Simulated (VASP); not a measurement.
Crystal: MgCd2Te3.

```
Mg Cd Te
1.0
     5.49838    0.00000    0.00000
    -2.74919    4.76173    0.00000
     0.00000    0.00000    6.41798
Mg Cd Te
1 2 3
Direct
  0.00000 0.00000 0.97976
  0.33333 0.66667 0.91956
  0.66667 0.33333 0.91956
  0.50000 0.00000 0.32218
  0.00000 0.50000 0.32218
  0.50000 0.50000 0.32218
```

The cell was built by a generator and needn't be a form met in nature.

- Program: VASP 6.6.1
- Task: relaxation of cell and atoms
- Functional: PBE
- Potentials or basis: VASP PAW PBE potentials, release 64 (Mg, Cd, Te)
- Cutoff: 520 eV
- k mesh: 3 × 3 × 2
- Occupations: gaussian, width 0.15 eV
- Spin: no spin polarisation

At the start: pressure 15.8 GPa; volume 28.01 Å³/atom.

Question: How do energy, volume and symmetry change on relaxing?

Answer: Over 12 steps the energy falls by 405.5 meV/atom and the volume is 38.10 Å³/atom (+36.0 %); space group P6mm (No. 183, to 0.05 Å).

The path:
```tsv
step	energy change (eV)	largest force (eV/Å)	pressure (GPa)	volume (Å³)
1	0.0000	1.7257	15.78	168.03
2	-2.1629	0.0893	-2.09	244.13
3	-2.3280	0.3117	0.11	220.96
4	-2.3297	0.2937	0.02	222.46
5	-2.3295	0.2799	-0.14	223.65
6	-2.3539	0.2135	-0.14	223.69
7	-2.3965	0.1255	0.03	223.68
8	-2.4161	0.0405	0.76	223.14
9	-2.4212	0.1035	0.37	223.48
10	-2.4236	0.0891	0.53	223.37
11	-2.4278	0.0426	-0.38	232.83
12	-2.4328	0.0612	-0.06	228.59
```

Final structure:
```yaml
crystal:
  lattice:
    - [5.99112, 0.00000, 0.00000]
    - [-2.99556, 5.18846, 0.00000]
    - [0.00000, 0.00000, 7.35378]
  atoms:
    - { symbol: Mg, position: [0.00000, 0.00000, 0.97066] }
    - { symbol: Cd, position: [0.33333, 0.66667, 0.89129] }
    - { symbol: Cd, position: [0.66667, 0.33333, 0.89129] }
    - { symbol: Te, position: [0.50000, 0.00000, 0.34405] }
    - { symbol: Te, position: [0.00000, 0.50000, 0.34405] }
    - { symbol: Te, position: [0.50000, 0.50000, 0.34405] }
```

Caveat: the k mesh is coarse (spacing up to 0.49 Å⁻¹), so the values aren't converged; the volume moved by over 15 % at a fixed basis, so the end points are rough.
